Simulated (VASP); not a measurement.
Energy against volume of CdSe (zinc blende). Computed with r2SCAN+rVV10, VASP's PBE PAW potentials (set 64) (plane waves; VASP).

| V (Å³/atom) | E (eV/atom) |
|---|---|
| 26.873 | -17.64156 |
| 27.731 | -17.65646 |
| 28.588 | -17.66110 |
| 29.446 | -17.65705 |
| 30.304 | -17.64568 |

Fit a third-order Birch-Murnaghan equation of state.

```json
{
 "volume_per_atom": "28.59 Å³/atom",
 "bulk_modulus": "53.9 GPa",
 "pressure_derivative_of_the_bulk_modulus": "4.60",
 "lattice_constant_a": "6.116 Å"
}
```

Measured: a 6.077 Å (computed value off by +0.6 %), as given by arXiv:1206.3780. The calculation is for a static lattice, while the measured a holds thermal and zero-point effects, which are part of the difference.

The compound is CdSe in the zinc blende structure, whereas wurtzite is the usual form. It was relaxed first.
